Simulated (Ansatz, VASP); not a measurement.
# ZrB in two plane-wave programs, part 2 of 2

Aim: how closely do two programs agree when they are given the same cell, functional and k mesh? The cell is taken from a series of runs on this material, whose earlier steps may have relaxed, scaled, displaced or heated it; both programs get it as it stands. Other levels of theory on this material are compared in a session of their own.

VASP 6.6.1 and Ansatz 0.2.0.

So far: Set-up; VASP: zone-centre phonons, PBE with D3(BJ).

## Step 3: Ansatz: zone-centre phonons, PBE with D3(BJ)

Level of this step: Ansatz beside VASP: Kohn-Sham DFT, plane waves, PBE with D3(BJ) (Ansatz).

Ansatz runs on its default PAW (the set named soft_2) files.

The same cell, functional, mesh and smearing now go to Ansatz, which takes its cutoff from its data sets.

File input.yaml:

```yaml
crystal:
  lattice:
    - [0.0, 2.4300818428, 2.4300818428]
    - [2.4300818428, 0.0, 2.4300818428]
    - [2.4300818428, 2.4300818428, 0.0]
  atoms:
    - { symbol: Zr, position: [0.0, 0.0, 0.0] }
    - { symbol: B, position: [0.5, 0.5, 0.5] }
kpoints:
  mp_grid: { grid: [16, 16, 16] }
hamiltonian:
  xc: pbe
  dispersion: d3bj
scf:
  occupations: { method: methfessel_paxton, width: 0.15 }
output:
  eigenvalues: true
phonons:
  method: dfpt
  qmesh: [2, 2, 2]
  temperatures: { t_max: 1000, t_step: 50 }
  qpath:
    path:
      - [[0.0, 0.0, 0.0], [0.5, 0.0, 0.5], [0.625, 0.25, 0.625]]
      - [[0.375, 0.375, 0.75], [0.0, 0.0, 0.0], [0.5, 0.5, 0.5], [0.5, 0.25, 0.75], [0.5, 0.0, 0.5]]
    npoints: 10
```

Launch:

```sh
$ ansatz run input.yaml --threads 4 --pin off --max-ram 7168MiB --backend cpu --events-out ev --progress --plain --runs-dir out
```

Numbers of over 12 decimals in the logs are rounded to 6 here.

The program printed:

```text
Engine: ansatz 0.2.0, x86_64-unknown-linux-gnu
Pseudopotentials: kind: paw
Pseudopotential: Zr, paw, valence charge 12, recommended cutoff 420 eV (normal), Zr.paw.azcp
Pseudopotential: B, paw, valence charge 3, recommended cutoff 420 eV (normal), B.paw.azcp
Functional definition: PBE
  parameter kappa = 0.804
  parameter beta = 0.066725
  exchange = pbe_x(kappa = kappa, mu = beta*pi^2/3)
  correlation = pbe_c(beta = beta)
Crystal: 2 atoms, lattice volume = 28.701 Å³
Basis set: ecut = 420 eV, 537 PW (Γ), exchange–correlation on 48×48×48 points (8 copies of the dense FFT grid, shifted against one another)
Bands: 12, of which v1, the nominal top of the filled ones, is band 8 counted from 1 (7 counted from 0)
Symmetry: 48 space group operations
k-points: 145 of 4096
Non-local potential: Zr, projectors of the file, l = 0: 3, l = 1: 2, l = 2: 2, l = 3: 2
Non-local potential: B, projectors of the file, l = 0: 2, l = 1: 2, l = 2: 1
PAW form: soft (Blöchl's): semilocal exchange-correlation on the pseudo side does not see the compensation charge
PAW one-centre angular grid: Zr, 590 points (default); XC on 64 Gauss nodes
PAW one-centre angular grid: B, 110 points (default); XC on 64 Gauss nodes
Initial density: superposition of atomic densities (neutral atoms: chi_scale 0, normalization atom), corrected by the library's trained network
Initial wavefunctions: pseudopotential atomic-orbital guess
Functional: x = pbe(κ = 0.804, μ = 0.219515), c = pbe(β = 0.066725)
SCF iter   1: F=—  HF=-4341.309850 eV  |F-HF|=—  |Δ(HF+E_count)|=         —  Δρ=2.79e-3  dr2=3.28e-3  ethr=1.77e-3  ⟨swp⟩=4.9  Hψ=8619  notcnv=0
preconditioner: auto → none  [metal: Δε(μ)=0.039 eV  Ē_g=7.274 eV  σ=0.150 eV  W_gap=0.21  n_scr=8 (ndim 8)  ℏωp=18.3 eV  f_vac=0.000  D(μ)=1.21/eV (n_scr^D=14)  sad-step TF]
SCF iter   2: F=—  HF=-4341.309160 eV  |F-HF|=—  |Δ(HF+E_count)|=   6.91e-4  S|Δr|=    0.00e0  Δρ=1.95e-3  dr2=1.56e-3  ethr=2.19e-5  ⟨swp⟩=1.9  Hψ=3339  notcnv=0
SCF iter   3: F=—  HF=-4341.308791 eV  |F-HF|=—  |Δ(HF+E_count)|=   3.68e-4  S|Δr|=    0.00e0  Δρ=4.06e-4  dr2=4.91e-5  ethr=1.04e-5  ⟨swp⟩=2.3  Hψ=2234  notcnv=0
SCF iter   4: F=—  HF=-4341.308777 eV  |F-HF|=—  |Δ(HF+E_count)|=   1.47e-5  S|Δr|=    0.00e0  Δρ=1.14e-4  dr2=1.87e-6  ethr=3.27e-7  ⟨swp⟩=2.1  Hψ=2602  notcnv=0
SCF iter   5: F=—  HF=-4341.308777 eV  |F-HF|=—  |Δ(HF+E_count)|=   6.77e-7  S|Δr|=    0.00e0  Δρ=2.75e-5  dr2=1.28e-7  ethr=1.25e-8  ⟨swp⟩=2.0  Hψ=2770  notcnv=0
SCF iter   6: F=—  HF=-4341.308777 eV  |F-HF|=—  |Δ(HF+E_count)|=   4.87e-8  S|Δr|=    0.00e0  Δρ=8.92e-6  dr2=1.40e-8  ethr=8.53e-10  ⟨swp⟩=2.1  Hψ=2761  notcnv=0
SCF iter   7: F=—  HF=-4341.308777 eV  |F-HF|=—  |Δ(HF+E_count)|=   5.38e-9  S|Δr|=    0.00e0  Δρ=1.11e-6  dr2=2.12e-10  ethr=9.33e-11  ⟨swp⟩=2.9  Hψ=3018  notcnv=0
SCF iter   8: F=-4341.308777 eV  HF=-4341.308777 eV  |F-HF|=0.00e0  |Δ(HF+E_count)|=  8.46e-11  S|Δr|=    0.00e0  Δρ=5.63e-8  dr2=5.31e-13  ethr=1.00e-12  ⟨swp⟩=4.6  Hψ=8372  notcnv=0
the search or the solves at the SCF's close seem to have found levels that the self-consistency loop had missed (the run counts 1). By its estimate they hold under 1e-12 electrons; where the run keeps them, the occupations were computed again with them
SCF 1 converged in 8 iterations: F = -4341.308777 eV  dr2 = 5.31e-13
  greatest PAW one-centre occupation: 0.996 electrons in one spin orbital (limit 2), on the Zr atom at site 0 (counted from 0), in its partial waves of l = 0
phonons: the bands overlap, so this run is a metal and interpolates without the dipole-dipole term. If the crystal is really an insulator or semiconductor, its LO-TO splitting is missing
NSCF: frozen V_eff on 145 k-points
NSCF: frozen V_eff on 349 k-points
DFPT response loops at q = (0, 0, 0) (fractional): preconditioner auto → Kerker (q_TF=auto, 2.449 Å⁻¹) (partly filled bands, converged f_vac=0.000); β = 1.00, the filter's whole step (`scf.mixing.beta` (0.50) is not read by the response loops under this deck's `scf.mixing.preconditioner`; to damp them name `kerker` or `kerker_dos`, under which they read `scf.mixing.beta`, and type it under 1.00, their step now; both keys bind the ground state too); Broyden in place of MSR1
NSCF: frozen V_eff on 2196 k-points
DFPT response loops at q = (0, 0, -0.5) (fractional): mixed as the last ones told, above
NSCF: frozen V_eff on 1242 k-points
DFPT response loops at q = (0, -0.5, -0.5) (fractional): mixed as the last ones told, above
SCF converged after 8 iterations
Stability not checked: this state was not tested for a lower state beside it, because cold or Methfessel-Paxton smearing, or corrected tetrahedra, fill the levels in a way that the test cannot read (fill_not_monotonic; see scf.lower_state_search)
Free energy (F): -4341.308777 eV
Harris-Foulkes:  -4341.308777 eV  (|F-HF|=0.00e0)
Internal energy: -4341.308306 eV  (E = F + TS)
E sigma→0 (E₀):  -4341.308659 eV
Entropy (-TS):   -0.000472 eV (-0.236 meV/atom)
Fermi energy:    12.544264 eV
--- Per-component energies (eV) ---
  E_band       = -76.198687
  E_kinetic    = 380.258796
  E_local      = -625.325369  (includes V_loc(G=0)·N_el)
  E_nonlocal   = 91.770953
  E_hartree    = 194.698823
  E_xc         = -194.160699
  E_vxc        = -229.571491  (∫ρ·V_xc dr)
  E_paw        = -3032.359432  (= ΣΔE_a)
  E_vpaw       = -82.729242  (= ΣTr[D̂ρ^β])
  E_aug_tail   = 0.000024  (compensation charges beyond the density's cutoff)
  E_ewald      = -1155.406216
  E_disp       = -0.785184  (pairwise vdW)
  E_smearing   = -0.000472  (= −TS)
  E_closure    = 0.000000  (closes the sum)
  Σ components = -4341.308777   (vs F -4341.308777, Δ=0.00e0)
--- Band table (eV; the first three rows and the last of 145) ---
  k-point 0: bands = [... 4 lower, 4.4525, 14.3260, 14.3260, 14.3260, 15.7787, 15.7787, 16.0381, 16.0381]
  k-point 1: bands = [... 4 lower, 4.5429, 14.0178, 14.2777, 14.2777, 15.0668, 15.0668, 16.1841, 16.9778]
  k-point 2: bands = [... 4 lower, 4.8072, 13.3325, 13.7848, 13.7848, 14.9284, 14.9284, 16.4361, 18.1389]
  k-point 144: bands = [... 4 lower, 7.1699, 11.4888, 11.4888, 11.6452, 17.1116, 17.1116, 18.4719, 19.6091]
--- Phonons (Γ-DFPT): 2 representative perturbations + reference (Σ response iterations 6) ---
  ASR residual: 4.478e-5 → 0.000e0 eV/Å²; symmetrization residual: 1.463e-7 eV/Å²
  pairwise dispersion correction: d3bj (s6 = 1.0, s8 = 0.7875, a1 = 0.4289, a2_bohr = 4.4407), with the weights of each atom's references fixed at the reference crystal's, and the forces and stress that the weights' published response gives there kept as a pressure on the atom's counted neighbours (hamiltonian.dispersion)
  ASR residual per site (eV/Å²): 4.48e-5 7.79e-6
  Γ frequencies (cm⁻¹): 0.00 0.00 0.00 441.13 441.13 441.13
--- Phonons (arbitrary-q DFPT): 3 irreducible q on the 2×2×2 mesh ---
  q = [0.0000, 0.0000, 0.0000] (star 1, of the zone-centre solve; hermiticity 4.23e-8, symmetrization 4.17e-14): -0.00 0.00 0.00 441.13 441.13 441.13
  q = [0.0000, 0.0000, -0.5000] (star 4, 2 solved perturbations on 1098 of 4096 k-point pairs; hermiticity 2.14e-8, symmetrization 1.07e-8): 200.12 200.12 202.37 427.54 427.54 472.36
  q = [0.0000, -0.5000, -0.5000] (star 3, 4 solved perturbations in 1940 linear systems a pass and spin channel, the states on 621 of 4096 k-point pairs; hermiticity 5.20e-8, symmetrization 6.54e-10): 157.25 157.25 220.04 443.64 443.64 541.99
  sum rule: each row above includes the acoustic sum rule's correction from the zone centre's row sums; it moved no ω² by more than (0.44 cm⁻¹)²
  mesh force constants: q→R imaginary residual 2.60e-17; ASR residual 4.478e-5 → 0.000e0 eV/Å²; symmetrization residual 7.994e-15 eV/Å²
  interpolated dispersion: 62 rows × 6 modes
  density of states and harmonic sums: on the 22×22×22 q-mesh, interpolated from the force constants of a 2×2×2 supercell (no non-analytic term)
  largest difference from the sums on the solved wave vectors: F 6.59e-2 eV, S 9.82e-5 and C_V 3.23e-5 eV/K
  zero-point energy: 0.117618 eV/cell   skipped modes (ω ≤ 0): 3   left out of the sums: 4.70e-5 of the cell's modes: C_V's classical limit lies that fraction below 3 k_B per atom; for a crystal, a wire or a layer, F and S can be off by more, and a phonons.interpolated_qmesh denser along its periods is the remedy for the sampling
```

The column dr2 measures how far the density is from self-consistency, as an energy; F and HF (Harris–Foulkes) agree once it is small.

## Step 4: Comparison

Known differences besides the potentials themselves: VASP's run holds the zone centre alone; the cutoff is 420 eV in Ansatz and 500 eV in VASP; Ansatz takes the dispersion share of the force constants at frozen C6 weights, VASP differentiates the full forces; VASP uses finite displacements, Ansatz perturbation theory. Total energies have different zeros and are not compared.

The two programs side by side:

```csv
quantity,Ansatz,VASP,difference
optical mode 1 to 3 (cm⁻¹),441.1,441.9,-0.19 %
```

Modes are paired by rising frequency, not by their patterns, so a pair may set unlike modes beside each other; they are those without the splitting of longitudinal modes.

## Step 5: Outcome

```yaml
r_m_s_difference_of_the_optical_zone_centre_modes_each_program_s_sorted_by_frequency_zone_centre_phonons_pbe_with_d3_bj: 0.82 cm⁻¹
```

What this shows: The r.m.s. difference of the optical zone-centre modes, each program's sorted by frequency is 0.82 cm⁻¹ (zone-centre phonons, PBE with D3(BJ)). 7 further runs of this series are not shown here. Such differences can come from data sets, numerical settings and the points named under the comparisons, not from the functional's error against experiment.

[Lines on the potential files, build, host, timing and source positions are cut from VASP's logs without a mark.]

[Logs are printed without paths, hosts, clocks, repeated set-up lines and the standing remarks that a program may print on its own settings, such as how far it seeks lower states.]

[Hosts, paths, dates, database ids (printed as entryN), source tags and the programs' standing remarks are cut or masked in the printed files.]
